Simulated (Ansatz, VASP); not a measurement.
# YbSiAu in two plane-wave programs, part 2 of 2

One calculation is typed for both programs; each brings its own data sets and cutoff. How far apart do they land?

VASP 6.6.1 and Ansatz 0.2.0.

So far. Step 2 (VASP: single point, r2SCAN): The run ends at a pressure of -0.78 GPa, with forces up to 0.21 eV/Å.

### Step 3. Ansatz: single point, r2SCAN

Level of this step: Ansatz beside VASP: Kohn-Sham DFT, plane waves, r2SCAN (Ansatz).

Ansatz runs on its default PAW (the set named soft_2) files.

The same cell, functional, mesh and smearing now go to Ansatz, which takes its cutoff from its data sets.

Contents of input.yaml:

```yaml
crystal:
  lattice:
    - [-2.1985, 3.5115, 3.786]
    - [2.1985, -3.5115, 3.786]
    - [2.1985, 3.5115, -3.786]
  atoms:
    - { symbol: Au, position: [0.7839, 0.0057, 0.7782] }
    - { symbol: Au, position: [0.2275, 0.0057, 0.2218] }
    - { symbol: Yb, position: [0.2077, 0.7077, 0.5], spin: 1.0 }
    - { symbol: Yb, position: [0.6371, 0.6371, 0.0], spin: 1.0 }
    - { symbol: Si, position: [0.026, 0.341, 0.685] }
    - { symbol: Si, position: [0.656, 0.341, 0.315] }
hamiltonian:
  xc: r2scan
  pseudopotentials: { kind: paw }
magnetization:
  spin_polarized: true
kpoints:
  mp_grid: { grid: [5, 5, 5] }
scf:
  occupations: { method: methfessel_paxton, width: 0.05 }
  n_extra_bands: 8
output:
  forces: true
  stress: true
  eigenvalues: true
```

Command:

```bash
$ ansatz run input.yaml --threads 4 --pin off --max-ram 9216MiB --backend cpu --events-out ev --progress --plain --runs-dir out
```

Numbers of over 12 decimals in the logs are rounded to 6 here.

Log:

```text
Warning: the band count 55 (scf.n_extra_bands) hosts the net moment |M| = 2.0000 μB (N_el = 94) but caps the reachable moment at 2·n_bands − N_el = 16.0000 μB, below the 58 bands that the automatic rule leaves for it — a moment growing past the seed, or the majority channel's smearing tail, pins there with fewer empty majority states than that count leaves; raise or omit scf.n_extra_bands unless the cap is intended
Warning: where an SCF of this run starts from atoms to list the orders of its open shells, Yb (sites 2, 3, from 0) starts with 0.44 μB on its 4f shell and 0.44 μB on its 5d shell, in the place of the 1.00 μB that the deck gives it: its open shells can hold no more by Hund's first rule. To start from spheres of the given moment, type scf.initial_density.shell_occupations: []
scf.n_extra_bands = 8 over 47 filled bands (N_el = 94.0): the run solves 55 bands
Engine: ansatz 0.2.0, aarch64-unknown-linux-gnu
Pseudopotentials: kind: paw
Pseudopotential: Au, paw, valence charge 19, recommended cutoff 500 eV (meta_gga), Au.paw.azcp
Pseudopotential: Yb, paw, valence charge 24, recommended cutoff 500 eV (meta_gga), Yb.paw.azcp
Pseudopotential: Si, paw, valence charge 4, recommended cutoff 500 eV (meta_gga), Si.paw.azcp
Functional definition: r2SCAN
  parameter k0 = 0.174
  parameter k1 = 0.065
  parameter a1 = 4.9479
  exchange = r2scan_x(k0 = k0, k1 = k1, a1 = a1)
  correlation = r2scan_c
Crystal: 6 atoms, lattice volume = 116.912 Å³
Basis set: ecut = 500 eV, 2965 PW (Γ), exchange–correlation on 180×180×180 points (64 copies of the dense FFT grid, shifted against one another)
Bands: 55, of which v1, the nominal top of the filled ones, is band 47 counted from 1 (46 counted from 0)
Symmetry: 4 space group operations
Space group: Imm2 (ITA 44), of the structure as read, at distance tolerance 4.9e-5 Å
Magnetic group: BNS 44.229 (UNI 327), of the structure as read, at distance tolerance 4.9e-5 Å
k-points: 27 of 125 (time reversal used)
Non-local potential: Au, projectors of the file, l = 0: 3, l = 1: 2, l = 2: 2, l = 3: 1
Non-local potential: Yb, projectors of the file, l = 0: 3, l = 1: 2, l = 2: 2, l = 3: 3
Non-local potential: Si, projectors of the file, l = 0: 2, l = 1: 2, l = 2: 2
PAW form: soft (Blöchl's): semilocal exchange-correlation on the pseudo side does not see the compensation charge
PAW frozen core: Au, regenerated for the run's functional (the file was generated under x = pbe(κ = 0.804, μ = 0.219515), c = pbe(β = 0.066725))
PAW frozen core: Yb, regenerated for the run's functional (the file was generated under x = pbe(κ = 0.804, μ = 0.219515), c = pbe(β = 0.066725))
PAW frozen core: Si, regenerated for the run's functional (the file was generated under x = pbe(κ = 0.804, μ = 0.219515), c = pbe(β = 0.066725))
PAW one-centre angular grid: Au, 590 points (default); XC on 160 Gauss nodes
PAW one-centre angular grid: Yb, 2702 points (default); XC on 160 Gauss nodes
PAW one-centre angular grid: Si, 302 points (default); XC on 160 Gauss nodes
Initial density: superposition of atomic densities (chi_scale 0.1, normalization cell)
Starting moments: Σ|m| = 2 μB on 2 of 6 sites
Initial wavefunctions: pseudopotential atomic-orbital guess
Functional: x = r2scan, c = r2scan; τ floored in thin density (d = 2e-4 eV/Å³)
SCF iter   1: F=—  HF=-55223.068252 eV  |F-HF|=—  |Δ(HF+E_count)|=         —  Δρ=4.28e-2 (↑4.28e-2 ↓4.15e-2)  dr2=9.45e0  dr2_τ=8.99e-2  dr2_m=4.20e-1  M=0.500 μB ∫|m|=0.547 μB  β_m=0.42  ethr=3.10e-3  ⟨swp⟩=6.8  Hψ=13333  notcnv=0
Mixer restart at iter 1: flushing history
preconditioner: auto → Kerker (q_TF=auto, 2.631 Å⁻¹)  [metal: Δε(μ)=0.017 eV  Ē_g=9.005 eV  σ=0.050 eV  W_gap=0.19  n_scr=36 (ndim 8)  ℏωp=29.5 eV  f_vac=0.000  D(μ)=4.46/eV (n_scr^D=36)]
spin=Collinear: Kerker preconditioning applied to the charge; magnetization (m = ρ↑ − ρ↓) channel mixes plain (no charge-response kernel on spin).
SCF iter   2: F=—  HF=-55221.996727 eV  |F-HF|=—  |Δ(HF+E_count)|=    1.07e0  Δρ=2.59e-2 (↑2.59e-2 ↓2.31e-2)  dr2=3.05e0  dr2_τ=2.53e-2  dr2_m=1.55e-1  M=0.456 μB ∫|m|=0.494 μB  β_m=0.74  ethr=3.10e-3  ⟨swp⟩=3.0  Hψ=5444  notcnv=0  defer=121  κ⁻¹=1.0e0(r=1)
SCF iter   3: F=—  HF=-55221.571301 eV  |F-HF|=—  |Δ(HF+E_count)|=   4.25e-1  Δρ=8.21e-3 (↑8.18e-3 ↓8.21e-3)  dr2=3.16e-1  dr2_τ=2.39e-3  dr2_m=4.49e-3  M=0.347 μB ∫|m|=0.368 μB  β_m=1.00  ethr=3.10e-3  ⟨swp⟩=2.4  Hψ=5364  notcnv=0  defer=118  κ⁻¹=5.0e-2(r=2)
SCF iter   4: F=—  HF=-55221.607517 eV  |F-HF|=—  |Δ(HF+E_count)|=   3.62e-2  Δρ=5.51e-3 (↑5.51e-3 ↓5.44e-3)  dr2=1.43e-1  dr2_τ=1.33e-3  dr2_m=3.42e-4  M=0.278 μB ∫|m|=0.302 μB  β_m=1.00  ethr=3.36e-4  ⟨swp⟩=3.9  Hψ=5865  notcnv=0  defer=118  κ⁻¹=4.6e-3(r=3)
SCF iter   5: F=—  HF=-55221.656658 eV  |F-HF|=—  |Δ(HF+E_count)|=   4.91e-2  Δρ=2.73e-3 (↑1.70e-3 ↓2.73e-3)  dr2=2.20e-2  dr2_τ=1.71e-4  dr2_m=5.46e-4  M=0.151 μB ∫|m|=0.193 μB  β_m=1.00  ethr=1.52e-4  ⟨swp⟩=3.0  Hψ=6458  notcnv=0  defer=113  κ⁻¹=1.8e-3(r=4)
SCF iter   6: F=—  HF=-55221.664174 eV  |F-HF|=—  |Δ(HF+E_count)|=   7.52e-3  Δρ=2.47e-3 (↑1.59e-3 ↓2.47e-3)  dr2=1.54e-2  dr2_τ=6.55e-5  dr2_m=3.75e-4  M=0.129 μB ∫|m|=0.162 μB  β_m=1.00  ethr=2.34e-5  ⟨swp⟩=2.0  Hψ=5538  notcnv=0  defer=113  κ⁻¹=9.9e-5(r=5)
SCF iter   7: F=—  HF=-55221.675208 eV  |F-HF|=—  |Δ(HF+E_count)|=   1.10e-2  Δρ=1.41e-3 (↑1.05e-3 ↓1.41e-3)  dr2=8.37e-3  dr2_τ=2.37e-5  dr2_m=5.48e-5  M=0.112 μB ∫|m|=0.119 μB  β_m=1.00  ethr=1.64e-5  ⟨swp⟩=2.0  Hψ=5729  notcnv=0  defer=113  κ⁻¹=2.9e-5(r=6)
SCF iter   8: F=—  HF=-55221.679719 eV  |F-HF|=—  |Δ(HF+E_count)|=   4.51e-3  Δρ=8.61e-4 (↑6.39e-4 ↓8.61e-4)  dr2=4.34e-3  dr2_τ=9.30e-6  dr2_m=2.35e-5  M=0.093 μB ∫|m|=0.097 μB  β_m=1.00  ethr=8.90e-6  ⟨swp⟩=2.0  Hψ=4852  notcnv=0  defer=113  κ⁻¹=2.3e-5(r=7)
SCF iter   9: F=—  HF=-55221.681977 eV  |F-HF|=—  |Δ(HF+E_count)|=   2.26e-3  Δρ=5.11e-4 (↑3.41e-4 ↓5.11e-4)  dr2=1.09e-3  dr2_τ=3.96e-6  dr2_m=8.20e-5  M=0.053 μB ∫|m|=0.060 μB  β_m=0.30  ethr=4.62e-6  ⟨swp⟩=2.0  Hψ=5043  notcnv=0  defer=113  κ⁻¹=5.1e-6(r=8)
[...]
iteration 12: the input's own smearing fills from here on; a Gaussian of 0.05 eV has filled iterations ahead of it
[...]
SCF iter  37: F=—  HF=-55221.678263 eV  |F-HF|=—  |Δ(HF+E_count)|=   2.19e-7  S|Δr|=    0.00e0  Δρ=2.60e-5 (↑2.60e-5 ↓2.52e-5)  dr2=3.28e-6  dr2_τ=3.67e-10  dr2_m=3.13e-9  M=0.008 μB ∫|m|=0.008 μB  β_m=1.20  ethr=9.35e-10  ⟨swp⟩=2.9  Hψ=5335  notcnv=0  defer=113  κ⁻¹=2.3e-6(r=8)
SCF iter  38: F=—  HF=-55221.678263 eV  |F-HF|=—  |Δ(HF+E_count)|=   7.73e-8  S|Δr|=    0.00e0  Δρ=1.75e-5 (↑1.72e-5 ↓1.75e-5)  dr2=1.52e-6  dr2_τ=1.42e-10  dr2_m=2.51e-9  M=0.008 μB ∫|m|=0.008 μB  β_m=1.20  ethr=9.35e-10  ⟨swp⟩=1.0  Hψ=2852  notcnv=0  defer=113  κ⁻¹=2.8e-6(r=8)
SCF iter  39: F=—  HF=-55221.678263 eV  |F-HF|=—  |Δ(HF+E_count)|=   6.50e-8  S|Δr|=    0.00e0  Δρ=1.40e-5 (↑1.32e-5 ↓1.40e-5)  dr2=9.46e-7  dr2_τ=8.07e-11  dr2_m=9.64e-10  M=0.005 μB ∫|m|=0.005 μB  β_m=1.20  ethr=9.35e-10  ⟨swp⟩=2.0  Hψ=4102  notcnv=0  defer=113  κ⁻¹=4.9e-6(r=8)
iter 40 did not close the SCF: its close was put off for a magnetic moment that had not settled (scf_convergence_deferred on its scf_iter line)
SCF iter  40: F=-55221.678263 eV  HF=-55221.678263 eV  |F-HF|=2.84e-8  |Δ(HF+E_count)|=   1.14e-8  S|Δr|=    0.00e0  Δρ=4.15e-6 (↑1.41e-6 ↓4.15e-6)  dr2=3.62e-8  dr2_τ=4.49e-11  dr2_m=2.48e-9  M=0.006 μB ∫|m|=0.006 μB  β_m=1.20  ethr=1.06e-10  ⟨swp⟩=12.7  Hψ=15169  notcnv=0  κ⁻¹=3.4e-6(r=8)
iter 41 did not close the SCF: its close was put off for a magnetic moment that had not settled (scf_convergence_deferred on its scf_iter line)
SCF iter  41: F=-55221.678263 eV  HF=-55221.678263 eV  |F-HF|=1.66e-8  |Δ(HF+E_count)|=   5.05e-8  S|Δr|=    0.00e0  Δρ=2.48e-6 (↑1.83e-6 ↓2.48e-6)  dr2=1.80e-8  dr2_τ=1.84e-11  dr2_m=5.45e-10  M=0.002 μB ∫|m|=0.002 μB  β_m=1.20  ethr=3.85e-11  ⟨swp⟩=4.1  Hψ=15096  notcnv=0  κ⁻¹=1.3e-5(r=8)
iter 42 did not close the SCF: its close was put off for a magnetic moment that had not settled (scf_convergence_deferred on its scf_iter line)
SCF iter  42: F=-55221.678263 eV  HF=-55221.678263 eV  |F-HF|=1.87e-8  |Δ(HF+E_count)|=   2.15e-9  S|Δr|=    0.00e0  Δρ=2.79e-6 (↑1.63e-6 ↓2.79e-6)  dr2=2.12e-8  dr2_τ=1.96e-11  dr2_m=6.80e-10  M=0.003 μB ∫|m|=0.003 μB  β_m=1.20  ethr=1.91e-11  ⟨swp⟩=2.6  Hψ=9495  notcnv=0  κ⁻¹=2.6e-6(r=8)
SCF iter  43: F=-55221.678263 eV  HF=-55221.678263 eV  |F-HF|=2.39e-8  |Δ(HF+E_count)|=   6.96e-9  S|Δr|=    0.00e0  Δρ=2.32e-6 (↑2.32e-6 ↓2.04e-6)  dr2=2.16e-8  dr2_τ=6.34e-12  dr2_m=6.54e-11  M=0.001 μB ∫|m|=0.002 μB  ethr=1.91e-11  ⟨swp⟩=3.3  Hψ=12682  notcnv=0
SCF 1 converged in 43 iterations: F = -55221.678263 eV  dr2 = 2.16e-8
  greatest PAW one-centre occupation: 1.003 electrons in one spin orbital (limit 2), on the Au atom at site 1 (counted from 0), in its partial waves of l = 0
this state was not tested for a lower state beside it, because cold or Methfessel-Paxton smearing, or corrected tetrahedra, fill the levels in a way that the test cannot read (fill_not_monotonic; see scf.lower_state_search)
SCF converged after 43 iterations
Magnetization: 0.0015 μB (47.0007 up, 46.9993 down)
Absolute magnetization: 0.0015 μB (∫|ρ↑−ρ↓|, with the PAW one-centre terms)
Spin contamination: 0.0000 ħ² per cell (⟨S²⟩ above its minimum at these occupations)
Per-site moments (μB) at R_I (Å): [(3.462147553758895e-5, 1.048065), (3.4621475537514754e-5, 1.048065), (0.000392664, 1.231223), (0.000372536, 1.230964), (2.606732590781404e-5, 1.048065), (2.606732590744425e-5, 1.048065)]
Free energy (F): -55221.678263 eV
Harris-Foulkes:  -55221.678263 eV  (|F-HF|=2.39e-8)
Internal energy: -55221.676278 eV  (E = F + TS)
E sigma→0 (E₀):  -55221.677767 eV
Entropy (-TS):   -0.001985 eV (-0.331 meV/atom)
Fermi energy:    15.551393 eV
Step filling:    the computed levels leave a gap of 0.0205 eV = 0.4 smearing widths at the electron count; against every level under it full and every level over it empty, smearing changes F+E_penalty+E_count by -0.207 meV and its σ→0 estimate by +0.289 meV
--- Per-component energies (eV) ---
  E_band       = -396.630757
  E_kinetic    = 2011.498121
  E_local      = -16403.550612  (includes V_loc(G=0)·N_el)
  E_nonlocal   = 1269.675990
  E_hartree    = 7167.131158
  E_xc         = -869.473984
  E_vxc        = -1185.487133  (∫ρ·V_xc dr)
  E_paw        = -35216.864208  (= ΣΔE_a)
  E_vpaw       = -498.744342  (= ΣTr[D̂ρ^β])
  E_aug_tail   = 0.001489  (compensation charges beyond the density's cutoff)
  E_vtau       = 75.723595  (kinetic-family band-sum trace: ∫τ·v_τ [+ j·A + Jᵃ·Aᵃ] dr)
  E_ewald      = -13181.287132
  E_core_change = 1.192899  (= ΣΔE_core)
  E_smearing   = -0.001985  (= −TS)
  E_closure    = 0.000000  (closes the sum)
  Σ components = -55221.678263   (vs F -55221.678263, Δ=0.00e0)
--- Forces (eV/Å), atoms counted from 1 ---
  atom   1  Au     0.00000000    -0.06296573     0.16681542
  atom   2  Au     0.00000000     0.06296573     0.16681542
  atom   3  Yb     0.00000000     0.00000000     0.01893648
  atom   4  Yb     0.00000000     0.00000000     0.03072400
  atom   5  Si     0.00000000    -0.10291641    -0.19164619
  atom   6  Si     0.00000000     0.10291641    -0.19164619
  max |Σ_I F_I| component: 1.06e-6 eV/Å
--- Stress (GPa, compression-positive) ---
        0.119955       0.000000       0.000000
        0.000000       0.368844       0.000000
        0.000000       0.000000      -0.002590
  P = ⅓ Tr σ = 0.1621 GPa (1.621 kbar)
--- Band table (eV; the first three rows and the last of 54) ---
  k-point 0 ↑: bands = [... 43 lower, 15.2014, 15.2112, 15.2119, 15.2136, 15.6973, 16.0580, 17.9000, 18.1836, ... 4 higher]
  k-point 1 ↑: bands = [... 43 lower, 15.2025, 15.2105, 15.2361, 15.2619, 15.7188, 16.4838, 17.3591, 17.6682, ... 4 higher]
  k-point 2 ↑: bands = [... 43 lower, 15.1949, 15.2021, 15.2384, 15.2580, 15.8697, 16.6628, 17.0732, 18.4169, ... 4 higher]
  k-point 26 ↓: bands = [... 43 lower, 15.2051, 15.2131, 15.4332, 15.9163, 16.2217, 17.2137, 17.6778, 17.9440, ... 4 higher]
```

Wall time 69 s (4 threads of Arm Neoverse V2, shared host); peak memory 0.98 GiB; 4.5 min of CPU time.

The run ends at a pressure of 0.16 GPa, with forces up to 0.22 eV/Å.

### Step 4. Side by side

Known differences besides the potentials themselves: VASP keeps PBE cores, Ansatz makes them for the functional; the data sets hold 94 valence electrons in Ansatz (default PAW (the set named soft_2) files) and 78 in VASP; the cutoff is 500 eV in Ansatz and 420 eV in VASP; site moments are counted in spheres of each program's own size. Total energies have different zeros and are not compared.

Compared:

```
          quantity  Ansatz   VASP  difference
    pressure (GPa)    0.16  -0.78       +0.94
 total moment (μB)    0.00   0.20       -0.20
moment on Yb3 (μB)    0.00   0.06       -0.06
moment on Yb4 (μB)    0.00   0.06       -0.06
```

Forces (eV/Å; atoms numbered as in POSCAR):

```
atom         Ansatz x, y, z           VASP x, y, z
 Au1   0.000, -0.063, 0.167   0.000, -0.060, 0.170
 Au2    0.000, 0.063, 0.167    0.000, 0.060, 0.170
 Yb3    0.000, 0.000, 0.019    0.000, 0.000, 0.018
 Yb4    0.000, 0.000, 0.031    0.000, 0.000, 0.029
 Si5  0.000, -0.103, -0.192  0.000, -0.082, -0.194
 Si6   0.000, 0.103, -0.192   0.000, 0.082, -0.194
```

The forces differ by 7.2 meV/Å r.m.s., which is 7.8 % of the r.m.s. force of 0.09 eV/Å (both taken over all components). VASP's last cycles still show a density residual of 3e-02, so its state may not be settled.

### Step 5. What came out

| Property | Result |
| --- | --- |
| r.m.s. force difference (single point, r2SCAN) | 7.2 meV/Å |
| difference in pressure (single point, r2SCAN) | 0.94 GPa |

What this shows: The difference in pressure is 0.94 GPa (single point, r2SCAN), within the 1 GPa picked in this series as the mark of a large difference. 1 further run of this series is not shown here. How closely two codes agree says nothing of how well the functional describes the real material.

[Lines on the potential files, build, host, timing and source positions are cut from VASP's logs without a mark.]

[Logs are printed without paths, hosts, clocks, repeated set-up lines and the standing remarks that a program may print on its own settings, such as how far it seeks lower states.]

[Hosts, paths, dates, database ids (printed as entryN), source tags and the programs' standing remarks are cut or masked in the printed files.]
